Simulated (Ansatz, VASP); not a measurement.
One calculation of SrCd, two programs

The input INCAR:

```
  PREC = Accurate
  ENCUT = 520
  EDIFF = 1E-6
  ISMEAR = -1
  SIGMA = 0.08
  LREAL = False
  LASPH = True
  NELM = 60
  ALGO = Normal
  ISIF = 2
  LWAVE = False
  LCHARG = False
  GGA = CA
  NBANDS = 18
```

File KPOINTS:

```
Automatic mesh
0
Gamma
  10 10 10
```

The input POSCAR:

```
SrCd
1.0
    4.0030000000      0.0000000000      0.0000000000
    0.0000000000      4.0030000000      0.0000000000
    0.0000000000      0.0000000000      3.9629700000
Sr Cd
1 1
Direct
    0.5000000000      0.5000000000      0.5000000000
    0.0000000000      0.0000000000      0.0000000000
```

Input for Ansatz:

```yaml
crystal:
  lattice:
    - [4.003, 0.0, 0.0]
    - [0.0, 4.003, 0.0]
    - [0.0, 0.0, 3.96297]
  atoms:
    - { symbol: Sr, position: [0.5, 0.5, 0.5] }
    - { symbol: Cd, position: [0.0, 0.0, 0.0] }
kpoints:
  mp_grid: { grid: [10, 10, 10] }
  band_path:
    path:
      - [0.0, 0.0, 0.0]
      - [0.0, 0.5, 0.0]
      - [0.5, 0.5, 0.0]
      - [0.0, 0.0, 0.0]
      - [0.0, 0.0, 0.5]
      - [0.0, 0.5, 0.5]
      - [0.5, 0.5, 0.5]
      - [0.0, 0.0, 0.5]
      - [0.0, 0.5, 0.0]
    npoints: 5
scf:
  occupations: { method: fermi_dirac, width: 0.08 }
hamiltonian:
  xc: lda
  pseudopotentials: { kind: all_electron, lapw: { basis_error: 0.0005 } }
output:
  forces: true
  stress: true
  eigenvalues: true
```

Change from the starting cell: zz strain of -1 %.

Alike in both runs: task single point; functional LDA; k mesh 10 × 10 × 10; occupations fermi-dirac, width 0.08 eV; no spin polarisation.

|  | VASP | Ansatz |
| --- | --- | --- |
| version | VASP 6.6.1 | Ansatz 0.2.0 |
| potentials or method | VASP PAW LDA potentials, release 64 (Sr_sv, Cd) | all-electron LAPW, scalar-relativistic |
| plane-wave cutoff (eV) | 520 | see its input |

|  | VASP | Ansatz | Ansatz less VASP |
| --- | --- | --- | --- |
| pressure (GPa) | -1.7 | -1.8 | -0.11 |
| largest component of the traceless stress (GPa) | 0.19 | 0.19 | 0.000 |

Ansatz ran all-electron here, so the differences hold the error of VASP's frozen core and of both bases.
